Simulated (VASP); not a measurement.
Method: G0W0 on PBE orbitals, VASP's PBE PAW potentials (set 64) (plane waves; VASP).

VASP input:

**KPOINTS**
```
Automatic mesh
0
gamma
  4 4 3
0 0 0
```

POSCAR:
```
ZnS
1
    3.8058000000     0.0000000000     0.0000000000
   -1.9029000000     3.2959190000     0.0000000000
    0.0000000000     0.0000000000     6.2379800000
Zn S
2 2
Direct
  0.3333330000   0.6666670000   0.0001400000
  0.6666670000   0.3333330000   0.5001400000
  0.3333330000   0.6666670000   0.3748600000
  0.6666670000   0.3333330000   0.8748600000
```

INCAR:
```
LREAL = F   # projection in real space or not
NBANDS = 176
ENCUT = 500
NELMGW = 1
ALGO = EVGW0
PREC = Normal
ENCUTGW = 170
LASPH = T   # aspherical one-centre terms
SYSTEM = ZnS
LSPECTRALGW = T
NBANDSGW = 34
SIGMA = 0.01   # width (eV)
GGA = PE
LCHARG = F
LWAVE = F
ISMEAR = 0   # Gaussian
NOMEGA = 64
```

POTCAR, in this order: Zn_sv_GW S_GW (PBE.64 set). Program: vasp_std. Read from the step before: WAVECAR, WAVEDER.

What VASP printed:

**OUTCAR**
```
 ion  position               nearest neighbor table
   1  0.333  0.667  0.000-   4 2.33   4 2.33   4 2.33   3 2.34
   2  0.667  0.333  0.500-   3 2.33   3 2.33   3 2.33   4 2.34
   3  0.333  0.667  0.375-   2 2.33   2 2.33   2 2.33   1 2.34
   4  0.667  0.333  0.875-   1 2.33   1 2.33   1 2.33   2 2.34
  LATTYP: Found a hexagonal cell.
 ALAT       =     3.8058000000
 C/A-ratio  =     1.6390719428
 Subroutine PRICEL returns:
 Original cell was already a primitive cell.
 Subroutine GETGRP returns: Found 12 space group operations
The static configuration has the point symmetry C_3v.
 The point group associated with its full space group is C_6v.
The dynamic configuration has the point symmetry C_3v.
 Subroutine INISYM returns: Found 12 space group operations
 Subroutine IBZKPT returns following result:
 Found      8 irreducible k-points:

 Following reciprocal coordinates:
            Coordinates               Weight
  0.000000  0.000000  0.000000      1.000000
  0.250000  0.000000  0.000000      6.000000
  0.500000  0.000000  0.000000      3.000000
  0.250000  0.250000  0.000000      6.000000
  0.000000  0.000000  0.333333      2.000000
  0.250000  0.000000  0.333333     12.000000
  0.500000  0.000000  0.333333      6.000000
  0.250000  0.250000  0.333333     12.000000
 Subroutine IBZKPT_HF returns following result:
   k-points           NKPTS =      8   k-points in BZ     NKDIM =     48   number of bands    NBANDS=    176
   number of dos      NEDOS =    301   number of ions     NIONS =      4
   total plane-waves  NPLWV =  20736
   dimension x,y,z NGX =    24 NGY =   24 NGZ =   36
   dimension x,y,z NGXF=    48 NGYF=   48 NGZF=   72
   ions per type =               2   2
   PREC   = normal    normal or accurate (medium, high low for compatibility)
   ISTART =      1    job   : 0-new  1-cont  2-samecut
   ICHARG =      0    charge: 1-file 2-atom 10-const
   ISPIN  =      1    spin polarized calculation?
   LNONCOLLINEAR =      F non collinear calculations
...
```

OSZICAR:
```
energies w=
    0.000    0.000    1.321    0.000    2.638    0.000    3.951    0.000
    5.255    0.000    6.550    0.000    7.832    0.000    9.101    0.000
   10.354    0.000   11.592    0.000   12.814    0.000   14.020    0.000
   15.210    0.000   16.384    0.000   17.544    0.000   18.690    0.000
   19.824    0.000   20.947    0.000   22.060    0.000   23.166    0.000
   24.266    0.000   25.363    0.000   26.457    0.000   27.552    0.000
   28.650    0.000   29.753    0.000   30.864    0.000   31.986    0.000
   33.121    0.000   34.273    0.000   35.444    0.000   36.639    0.000
   37.861    0.000   39.116    0.000   40.406    0.000   41.738    0.000
   43.117    0.000   44.550    0.000   46.043    0.000   47.605    0.000
   49.245    0.000   50.974    0.000   52.803    0.000   54.746    0.000
   56.820    0.000   59.044    0.000   61.439    0.000   64.033    0.000
   66.857    0.000   69.950    0.000   73.358    0.000   77.140    0.000
   81.366    0.000   86.128    0.000   91.540    0.000   97.753    0.000
  104.965    0.000  113.441    0.000  123.552    0.000  135.821    0.000
  151.017    0.000  170.321    0.000  195.635    0.000  230.243    0.000
NQ=   1    0.0000    0.0000    0.0000,
 performed        470000 updates of chi_q(r,r)
NQ=   2    0.2500    0.0000    0.0000,
 performed       1239000 updates of chi_q(r,r)
NQ=   3    0.5000    0.0000    0.0000,
 performed       1852000 updates of chi_q(r,r)
NQ=   4    0.2500    0.2500    0.0000,
 performed       2657000 updates of chi_q(r,r)
NQ=   5    0.0000    0.0000    0.3333,
 performed       3175000 updates of chi_q(r,r)
NQ=   6    0.2500    0.0000    0.3333,
 performed       4016000 updates of chi_q(r,r)
NQ=   7    0.5000    0.0000    0.3333,
 performed       4749000 updates of chi_q(r,r)
NQ=   8    0.2500    0.2500    0.3333,
 performed       5697000 updates of chi_q(r,r)
 resolving degeneracies of screened two electron integrals
```

File OUTCAR:
```


 k-point   1 :       0.0000    0.0000    0.0000
  band No.  KS-energies  QP-energies   sigma(KS)   V_xc(KS)     V^pw_x(r,r')   Z            occupation Imag(sigma)

      1    -121.5419    -133.0048     -55.1551     -38.6734     -68.8726       0.6955       2.0000       2.5133
      2    -121.5419    -133.0048     -55.1551     -38.6734     -68.8726       0.6955       2.0000       2.5133
      3     -75.7326     -83.9387     -49.0022     -37.6057     -61.3258       0.7201       2.0000       3.0492
      4     -75.7326     -83.9387     -49.0022     -37.6057     -61.3258       0.7201       2.0000       3.0492
      5     -75.7326     -83.9387     -49.0022     -37.6057     -61.3258       0.7201       2.0000       3.0492
      6     -75.7326     -83.9387     -49.0022     -37.6057     -61.3258       0.7201       2.0000       3.0492
      7     -75.7326     -83.9387     -49.0022     -37.6057     -61.3258       0.7201       2.0000       3.0492
      8     -75.7326     -83.9387     -49.0022     -37.6057     -61.3258       0.7201       2.0000       3.0492
      9      -9.8781     -11.0231     -14.6543     -13.0817     -21.2280       0.7281       2.0000       2.0672
     10      -8.9275     -10.0090     -15.5111     -14.0222     -21.9488       0.7263       2.0000       1.8686
     11      -3.0266      -4.8627     -31.4883     -28.9259     -39.9471       0.7166       2.0000       0.9522
     12      -3.0140      -4.8479     -31.5223     -28.9591     -39.9910       0.7155       2.0000       0.9526
     13      -3.0140      -4.8479     -31.5223     -28.9591     -39.9910       0.7155       2.0000       0.9526
     14      -2.9309      -4.7764     -31.8146     -29.2421     -40.3178       0.7174       2.0000       0.9448
     15      -2.9309      -4.7764     -31.8146     -29.2421     -40.3178       0.7174       2.0000       0.9448
     16      -2.5646      -4.4764     -33.7063     -31.0341     -42.5565       0.7155       2.0000       0.9045
     17      -2.5646      -4.4764     -33.7063     -31.0341     -42.5565       0.7155       2.0000       0.9045
     18      -2.4864      -4.4146     -34.0421     -31.3642     -42.9591       0.7201       2.0000       0.9052
     19      -2.4864      -4.4146     -34.0421     -31.3642     -42.9591       0.7201       2.0000       0.9052
     20      -2.3311      -4.2014     -32.1637     -29.5801     -40.6219       0.7239       2.0000       0.9141
     21      -2.0207      -3.2252     -14.5446     -12.9811     -17.9448       0.7704       2.0000       0.7763
     22       2.4484       1.5151     -16.7940     -15.5940     -19.3429       0.7778       2.0000       0.4252
     23       2.4484       1.5151     -16.7940     -15.5940     -19.3429       0.7778       2.0000       0.4252
     24       3.2736       2.4481     -17.5762     -16.5180     -19.9238       0.7801       2.0000       0.3676
     25       3.3507       2.5045     -17.7435     -16.6590     -20.1956       0.7803       2.0000       0.3810
     26       3.3507       2.5045     -17.7435     -16.6590     -20.1956       0.7803       2.0000       0.3810
     27       5.5612       6.2170     -10.5274     -11.3367      -6.9133       0.8103       0.0000      -0.3507
     28       6.4358       7.2064     -10.7489     -11.7000      -7.1038       0.8102       0.0000      -0.3711
     29       9.6225      10.4560     -10.0617     -11.0921      -6.0839       0.8090       0.0000      -0.4603
     30       9.6225      10.4560     -10.0617     -11.0921      -6.0839       0.8090       0.0000      -0.4603
     31       9.8892      10.7535     -10.0477     -11.1169      -6.0056       0.8083       0.0000      -0.4700
     32      10.9973      11.9324     -10.3625     -11.5267      -6.1232       0.8032       0.0000      -0.5306
     33      10.9973      11.9324     -10.3625     -11.5267      -6.1232       0.8032       0.0000      -0.5306
     34      12.6204      13.3329      -9.9129     -10.8077      -5.1690       0.7962       0.0000      -0.7222

 k-point   2 :       0.2500    0.0000    0.0000
  band No.  KS-energies  QP-energies   sigma(KS)   V_xc(KS)     V^pw_x(r,r')   Z            occupation Imag(sigma)

      1    -121.5419    -133.0075     -55.1552     -38.6735     -68.8727       0.6957       2.0000       2.5132
      2    -121.5419    -133.0075     -55.1552     -38.6735     -68.8727       0.6957       2.0000       2.5132
      3     -75.7326     -83.9406     -49.0018     -37.6057     -61.3254       0.7202       2.0000       3.0489
      4     -75.7326     -83.9406     -49.0018     -37.6057     -61.3254       0.7202       2.0000       3.0489
      5     -75.7326     -83.9406     -49.0018     -37.6057     -61.3254       0.7202       2.0000       3.0489
      6     -75.7326     -83.9406     -49.0018     -37.6057     -61.3254       0.7202       2.0000       3.0489
      7     -75.7326     -83.9406     -49.0018     -37.6057     -61.3254       0.7202       2.0000       3.0489
      8     -75.7326     -83.9406     -49.0018     -37.6057     -61.3254       0.7202       2.0000       3.0489
      9      -9.4870     -10.6066     -14.9268     -13.3880     -21.4261       0.7276       2.0000       1.9861
     10      -8.7311      -9.8027     -15.7306     -14.2553     -22.1523       0.7264       2.0000       1.8281
     11      -3.0307      -4.8310     -30.0855     -27.5845     -38.1686       0.7198       2.0000       0.9469
     12      -2.9625      -4.7962     -31.4168     -28.8623     -39.8274       0.7178       2.0000       0.9463
     13      -2.9492      -4.7903     -31.7380     -29.1690     -40.2344       0.7167       2.0000       0.9475
     14      -2.8604      -4.6996     -31.5160     -28.9613     -39.9070       0.7199       2.0000       0.9374
     15      -2.8238      -4.6824     -32.2464     -29.6636     -40.8224       0.7196       2.0000       0.9398
     16      -2.6124      -4.5153     -33.3497     -30.6924     -42.1339       0.7161       2.0000       0.9105
     17      -2.5792      -4.4713     -32.7780     -30.1478     -41.4127       0.7194       2.0000       0.9112
     18      -2.5534      -4.4677     -33.7401     -31.0677     -42.6033       0.7163       2.0000       0.9066
     19      -2.4702      -4.4014     -34.0995     -31.4186     -43.0250       0.7203       2.0000       0.9034
     20      -2.2422      -4.0970     -32.8924     -30.3280     -41.4509       0.7233       2.0000       0.9068
     21      -1.5081      -2.6877     -15.4650     -13.9314     -18.9123       0.7691       2.0000       0.7209
     22       0.3529      -0.7727     -16.2153     -14.7639     -19.2944       0.7755       2.0000       0.5531
     23       1.1318       0.1193     -17.8214     -16.5150     -20.8704       0.7750       2.0000       0.4950
     24       1.7034       0.7098     -16.0027     -14.7244     -18.6154       0.7772       2.0000       0.4634
     25       2.7058       1.8242     -16.9415     -15.8127     -19.3451       0.7810       2.0000       0.3943
     26       2.8939       2.0067     -17.2299     -16.0917     -19.7087       0.7795       2.0000       0.3999
     27       7.2640       8.0381     -11.0428     -12.0077      -7.2840       0.8023       0.0000      -0.3945
     28       7.4341       8.1861     -10.5382     -11.4667      -6.8710       0.8098       0.0000      -0.3928
     29       9.2275       9.9775     -10.1524     -11.0842      -6.1621       0.8049       0.0000      -0.4717
     30       9.8787      10.6692     -10.2422     -11.2229      -6.2142       0.8060       0.0000      -0.4871
     31      10.3187      11.1926     -10.1886     -11.2723      -6.0722       0.8065       0.0000      -0.4986
     32      11.2818      11.9310     -10.1046     -10.9066      -6.1099       0.8094       0.0000      -0.5251
     33      11.8309      12.6859     -10.2698     -11.3334      -5.8838       0.8039       0.0000      -0.5884
     34      12.1791      13.0084     -10.4837     -11.5176      -6.1149       0.8021       0.0000      -0.6093

 k-point   3 :       0.5000    0.0000    0.0000
  band No.  KS-energies  QP-energies   sigma(KS)   V_xc(KS)     V^pw_x(r,r')   Z            occupation Imag(sigma)

      1    -121.5419    -132.9268     -55.1553     -38.6735     -68.8728       0.6908       2.0000       2.5132
      2    -121.5419    -132.9268     -55.1553     -38.6735     -68.8728       0.6908       2.0000       2.5132
      3     -75.7328     -83.8814     -49.0013     -37.6056     -61.3250       0.7151       2.0000       3.0486
      4     -75.7328     -83.8814     -49.0013     -37.6056     -61.3250       0.7151       2.0000       3.0486
      5     -75.7328     -83.8814     -49.0013     -37.6056     -61.3250       0.7151       2.0000       3.0486
      6     -75.7328     -83.8814     -49.0013     -37.6056     -61.3250       0.7151       2.0000       3.0486
      7     -75.7328     -83.8814     -49.0013     -37.6056     -61.3250       0.7151       2.0000       3.0486
      8     -75.7328     -83.8814     -49.0013     -37.6056     -61.3250       0.7151       2.0000       3.0486
      9      -8.9408     -10.0209     -15.4893     -13.9993     -21.9278       0.7248       2.0000       1.8704
     10      -8.6111      -9.6775     -15.8604     -14.3933     -22.2709       0.7269       2.0000       1.8043
     11      -3.0063      -4.8101     -30.0393     -27.5367     -38.0839       0.7208       2.0000       0.9390
     12      -2.9084      -4.7581     -31.8758     -29.2991     -40.3885       0.7178       2.0000       0.9426
     13      -2.7905      -4.5917     -29.8350     -27.3488     -37.7537       0.7245       2.0000       0.9195
     14      -2.7641      -4.6232     -31.9522     -29.3722     -40.4361       0.7206       2.0000       0.9309
     15      -2.7110      -4.5853     -32.8561     -30.2551     -41.5510       0.7206       2.0000       0.9359
     16      -2.6451      -4.5188     -32.7471     -30.1485     -41.3858       0.7210       2.0000       0.9279
     17      -2.4978      -4.4212     -34.0128     -31.3375     -42.9314       0.7189       2.0000       0.9076
     18      -2.4491      -4.3850     -34.1755     -31.4917     -43.1137       0.7213       2.0000       0.9017
     19      -2.3775      -4.1904     -30.3871     -27.8995     -38.3375       0.7288       2.0000       0.8975
     20      -2.3542      -4.2339     -33.3447     -30.7388     -42.0587       0.7213       2.0000       0.9118
     21      -1.4964      -2.8152     -19.8192     -18.0821     -24.4191       0.7592       2.0000       0.7499
     22      -0.7932      -1.9631     -17.1191     -15.5970     -20.7213       0.7686       2.0000       0.6583
     23       0.0569      -1.0571     -15.1030     -13.6673     -18.0169       0.7759       2.0000       0.5747
     24       1.0929       0.0594     -15.1217     -13.7893     -17.7395       0.7757       2.0000       0.5006
     25       1.6543       0.6553     -16.1751     -14.8937     -18.7851       0.7796       2.0000       0.4505
     26       2.4555       1.5294     -16.7113     -15.5220     -19.2230       0.7787       2.0000       0.4216
     27       6.9932       7.6302     -10.4847     -11.2674      -7.0334       0.8138       0.0000      -0.3717
     28       7.5967       8.4306     -10.8222     -11.8580      -6.9941       0.8051       0.0000      -0.4093
     29       8.4530       8.9828     -10.3957     -11.0503      -6.9199       0.8094       0.0000      -0.4113
...
```
(Selected blocks of OUTCAR.)

The mesh is coarse and the basis finite, so the quasiparticle values are not converged. VASP warned that its frequency grid is unfit for quasiparticle energies.

The structure comes from a computed database's ZnS entry (P6_3mc); how it stands against other phases isn't given here. The cell was not relaxed at this level. The k-mesh is coarse (spacing up to 0.48 per Å, 2π included), so the numbers may not be converged in it.
